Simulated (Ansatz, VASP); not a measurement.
# NaBeF3 in VASP and in Ansatz

```
Na Be F
1.0
     3.94715    0.00000    0.00000
     0.00000    3.94715    0.00000
     0.00000    0.00000    3.94715
Na Be F
1 1 3
Direct
  0.00000 0.00000 0.00000
  0.50000 0.50000 0.50000
  0.00000 0.50000 0.50000
  0.50000 0.00000 0.50000
  0.50000 0.50000 0.00000
```

Change from the starting cell: species swapped into the HoBRh3 type (Pm-3m, No. 221).

Alike in both runs: task relaxation of cell and atoms; functional PBE; k mesh 4 × 4 × 4; occupations gaussian, width 0.1 eV; no spin polarisation.

```csv
,VASP,Ansatz
version,VASP 6.6.1,Ansatz 0.2.0
potentials or method,"VASP PAW PBE potentials, release 64 (Na_pv, Be, F)","scalar-relativistic, plane waves, PAW"
plane-wave cutoff (eV),600,420
valence electrons in the cell,30,32
```

VASP gave:

```
gap on the k mesh at the Fermi level, each at its own relaxed structure (eV) : 7.51
relaxed volume (Å³/atom)                                                     : 9.03
relaxed cell length with the largest relative difference (Å)                 : 3.561
energy change over the relaxation (meV/atom)                                 : -221
```

Question: Estimate Ansatz's values.

Answer: gap on the k mesh at the Fermi level, each at its own relaxed structure (eV): 7.47; relaxed volume (Å³/atom): 9.09; relaxed cell length with the largest relative difference (Å): 3.569; energy change over the relaxation (meV/atom): -212.

The two sets of potentials don't hold the same shells in valence.

Caveats: the volume moved by over 15 % at a fixed basis, so the end points are rough (VASP). A k mesh can miss the band edges.
